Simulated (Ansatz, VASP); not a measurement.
# Cross-check of PtS2 (1T-PtS2 bilayer, AA) between VASP and Ansatz, part 2 of 2

One calculation is typed for both programs; each brings its own data sets. How far apart do they land? Of the first pair: The structure shown is the start of the Ansatz relaxation below; VASP solves that cell, so the two are compared at the walk's first step.

VASP 6.6.1 and Ansatz 0.2.0.

So far: The structure; Ansatz: relaxation, PBE with D3(BJ); VASP: single point, PBE with D3(BJ), start cell, pair 1.

### 4. Comparison

Known differences besides the potentials themselves: Ansatz cuts the interaction across the vacuum, VASP repeats the sheet with a dipole correction (LDIPOL); the data sets hold 60 valence electrons in Ansatz (on its default PAW (the set named soft_2) files) and 44 in VASP; the cutoff is 420 eV in Ansatz and 400 eV in VASP. Total energies have different zeros and are not compared.

Forces (eV/Å; atoms numbered as in POSCAR):

```
atom        Ansatz x, y, z          VASP x, y, z
  S1  0.000, 0.000, -3.080  0.000, 0.000, -3.038
  S2   0.000, 0.000, 3.086   0.000, 0.000, 3.044
  S3  0.000, 0.000, -3.086  0.000, 0.000, -3.044
  S4   0.000, 0.000, 3.080   0.000, 0.000, 3.038
 Pt5   0.000, 0.000, 0.186   0.000, 0.000, 0.184
 Pt6  0.000, 0.000, -0.186  0.000, 0.000, -0.184
```

The forces differ by 20 meV/Å r.m.s., which is 1.4 % of the r.m.s. force of 1.435 eV/Å (both taken over all components). VASP's last cycles still show a density residual of 3e-03, so its state may not be settled. Where the cell holds vacuum, a pressure given here is an average over it and none of the material.

### 5. Ansatz: relaxation, PBE with D3(BJ)

This run makes the geometry at which the two programs are then compared.

The structure compared here is the end of the Ansatz relaxation.

This is the run of step 2 again, met here at its other cell.

### 6. VASP: single point, PBE with D3(BJ), relaxed cell, pair 2

The same cell, functional, mesh and smearing now go to VASP, with its own data sets.

File INCAR:

```
SYSTEM = PtS2
PREC = Accurate
ENCUT = 400
EDIFF = 1E-06
NELM = 120
ISMEAR = -1
SIGMA = 0.05
LREAL = .FALSE.
ALGO = Normal
GGA = PE
IVDW = 12
NBANDS = 28
LASPH = .TRUE.
LORBIT = 11
LWAVE = .FALSE.
LCHARG = .FALSE.
ISIF = 2
LDIPOL = .TRUE.
IDIPOL = 3
DIPOL = 0.5 0.5 0.5
LVHAR = .TRUE.
GGA_COMPAT = .FALSE.
EFERMI = MIDGAP
NELMDL = -8
KPAR = 2
```

File POSCAR:

```
PtS2
1.0
    3.5601270209      0.0000000000      0.0000000000
   -1.7800635104      3.0831604408      0.0000000000
    0.0000000000      0.0000000000     45.0281727883
S Pt
4 2
Direct
    0.6666666667      0.3333333333      0.4197235696
    0.3333333333      0.6666666667      0.4741667424
    0.6666666667      0.3333333333      0.5258332576
    0.3333333333      0.6666666667      0.5802764304
    0.0000000000      0.0000000000      0.4472976277
    0.0000000000      0.0000000000      0.5527023723
```

File KPOINTS:

```
Automatic mesh
0
Gamma
12 12 1
0 0 0
```

The projector-augmented-wave data sets are S and Pt (PBE family, release 64).

Started as:

```bash
mpirun -np 2 vasp_std
```

Numbers of over 12 decimals in the logs are rounded to 6 here.

The log of the run:

```text
[... set-up lines as in an earlier step ...]
 entering main loop
       N       E                     dE             d eps       ncg     rms          rms(c)
DAV:   1     0.354984066089E+03    0.35498E+03   -0.13132E+04  1072   0.946E+02
DAV:   2     0.153140512977E+02   -0.33967E+03   -0.32748E+03  1684   0.204E+02
DAV:   3    -0.323110027482E+02   -0.47625E+02   -0.46926E+02  1372   0.885E+01
DAV:   4    -0.334463349685E+02   -0.11353E+01   -0.11224E+01  1420   0.157E+01
[...]
DAV:  17    -0.307856308675E+02    0.10622E-03   -0.18129E-04  1284   0.573E-02    0.180E-01
DAV:  18    -0.307856064499E+02    0.24418E-04   -0.62710E-05  1312   0.342E-02    0.879E-02
DAV:  19    -0.307856063656E+02    0.84270E-07   -0.35302E-06  1008   0.142E-02
   1 F= -.32917968E+02 E0= -.32917948E+02  d E =-.418538E-04
```

Parts of OUTCAR (step 6):

```text
 Edisp (eV)   -2.13236

  Total      -0.29568    -0.29568    -0.14472    -0.00000     0.00000     0.00000
  in kB      -0.95849    -0.95849    -0.46913    -0.00000     0.00000     0.00000
  external pressure =       -0.80 kB  Pullay stress =        0.00 kB

 POSITION                                       TOTAL-FORCE (eV/Angst)
 -----------------------------------------------------------------------------------
      1.78006      1.02772     18.89939        -0.000000      0.000000      0.041006
     -0.00000      2.05544     21.35086        -0.000000      0.000000     -0.038665
      1.78006      1.02772     23.67731         0.000000     -0.000000      0.038665
     -0.00000      2.05544     26.12879         0.000000     -0.000000     -0.041006
      0.00000      0.00000     20.14099        -0.000000     -0.000000     -0.006388
      0.00000      0.00000     24.88718        -0.000000      0.000000      0.006388
 -----------------------------------------------------------------------------------
    total drift:                                0.000000      0.000000     -0.000000

  FREE ENERGIE OF THE ION-ELECTRON SYSTEM (eV)
  ---------------------------------------------------
  free  energy   TOTEN  =       -32.9179684929 eV

  energy  without entropy=      -32.9179266391  energy(sigma->0) =      -32.91794757

[... 1 part as in an earlier step ...]

[... 2 further parts left out ...]
[key lines of the parts left out:]
E-fermi :  -2.4089
```

### 7. Comparison

What differs besides the data sets and the points named for the pairs above, as far as they apply: the data sets hold 60 valence electrons in Ansatz (on its default PAW (the set named soft_2) files) and 44 in VASP. Total energies have different zeros and are not compared.

Both answers:

```
              quantity  Ansatz   VASP  difference
gap on the k mesh (eV)   0.802  0.812      -0.010
```

The largest component of a force difference here is 41 meV/Å. A gap on the mesh is an upper bound, since the band edges may lie between its points; neither run holds spin-orbit coupling, which can move the band edges of a compound of Pt. Where the cell holds vacuum, a pressure given here is an average over it and none of the material.

### 8. Other set-ups

Further runs change the set-up of one program: Ansatz's method, potentials or start, or VASP's data sets, cutoff or form of LDA. The table gives Ansatz less VASP for each quantity, since a change that brings one quantity closer may part another.

```
                                                          run  r.m.s. force difference (meV/Å)  gap on the k mesh (eV)
                                                     as above                               19                 -0.0096
VASP with the data sets S and Pt_sv_GW and a cutoff of 430 eV                              6.5                  -0.011
```

### 9. Outcome

- r.m.s. force difference (single point, PBE with D3(BJ), start cell, pair 1): 1.4 % of the r.m.s. force
- r.m.s. force difference (single point, PBE with D3(BJ), relaxed cell, pair 2): 19 meV/Å

In words: The r.m.s. force difference is 19 meV/Å (single point, PBE with D3(BJ), relaxed cell, pair 2), beyond the 12 meV/Å picked in this series as the mark of a large difference. The data sets hold unlike numbers of valence electrons (60 in Ansatz and 44 in VASP), so part of the differences may come from the potentials. Single point, PBE with D3(BJ), relaxed cell, pair 2, VASP with the data sets S and Pt_sv_GW and a cutoff of 430 eV: r.m.s. force difference goes from 19 to 6.5 meV/Å. Such differences can come from data sets, numerical settings and the points named under the comparisons, not from the functional's error against experiment.

[Lines on the potential files, build, host, timing and source positions are cut from VASP's logs without a mark.]

[Logs are printed without paths, hosts, clocks, repeated set-up lines and the standing remarks that a program may print on its own settings, such as how far it seeks lower states.]

[Hosts, paths, dates, database ids (printed as entryN), source tags and the programs' standing remarks are cut or masked in the printed files.]
